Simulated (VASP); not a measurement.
Crystal: AlNi.

```
Al Ni
1.0
     2.88100    0.00000    0.00000
     0.00000    2.88100    0.00000
     0.00000    0.00000    2.88100
Al Ni
1 1
Direct
  0.00000 0.00000 0.00000
  0.50000 0.50000 0.50000
```

* Program: VASP 6.6.1
* Task: relaxation of cell and atoms
* Functional: PBEsol
* Potentials or basis: VASP PAW PBE potentials, release 64 (Al, Ni)
* Cutoff: 600 eV
* k mesh: 14 × 14 × 14
* Occupations: methfessel-paxton, width 0.1 eV
* Spin: no spin polarisation

At the start: pressure -3.1 GPa; volume 11.96 Å³/atom.

Task: How do energy, volume and symmetry change on relaxing?

Result: Over 3 steps the energy falls by 2.2 meV/atom and the volume is 11.73 Å³/atom (-1.9 %); space group Pm-3m (No. 221, to 0.05 Å).

The path:
| step | energy change (eV) | largest force (eV/Å) | pressure (GPa) | volume (Å³) |
| --- | --- | --- | --- | --- |
| 1 | 0.0000 | 0.0000 | -3.12 | 23.91 |
| 2 | -0.0016 | 0.0000 | 2.72 | 23.12 |
| 3 | -0.0045 | 0.0000 | 0.00 | 23.46 |

Final structure:
```cif
data_structure
_symmetry_space_group_name_H-M 'P 1'
_symmetry_Int_Tables_number 1
_cell_length_a 2.8628
_cell_length_b 2.8628
_cell_length_c 2.8628
_cell_angle_alpha 90.000
_cell_angle_beta 90.000
_cell_angle_gamma 90.000
_cell_volume 23.46
loop_
_atom_site_label
_atom_site_type_symbol
_atom_site_fract_x
_atom_site_fract_y
_atom_site_fract_z
_atom_site_occupancy
Al1 Al 0.00000 0.00000 0.00000 1
Ni1 Ni 0.50000 0.50000 0.50000 1
```

Caveat: the PAW data sets were made with another functional, which shifts forces and pressure a little.
